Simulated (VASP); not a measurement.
Given:

```
FeNi3
1.0
    3.43456     0.00000     0.00000
    0.00000     3.43456     0.00000
    0.00000     0.00000     3.43456
Fe Ni
1 3
Direct
  0.00000   0.00000   0.00000
  0.00000   0.50000   0.50000
  0.50000   0.00000   0.50000
  0.50000   0.50000   0.00000
```
Starting moments (μB, in the order of the record's atoms Fe Ni Ni Ni): 2.9 0.6 0.6 0.6.

All values below come from PBE GGA with D3 dispersion (Becke-Johnson damping), VASP's PBE PAW potentials (set 64) (plane waves; VASP). Settings: 520 eV cut-off, 9×9×9 Γ-centred mesh, first-order Methfessel-Paxton smearing of 0.10 eV, potentials Fe Ni.

Give the stress tensor in GPa (positive for a compressed cell).

```
14.45   0.00   0.00
 0.00  14.45   0.00
 0.00   0.00  14.45
```
The pressure is its mean diagonal, 14.45 GPa.

The compound is Ni3Fe in the L1_2 structure. This cell is one point of a volume scan, at 0.94 of the reference volume.
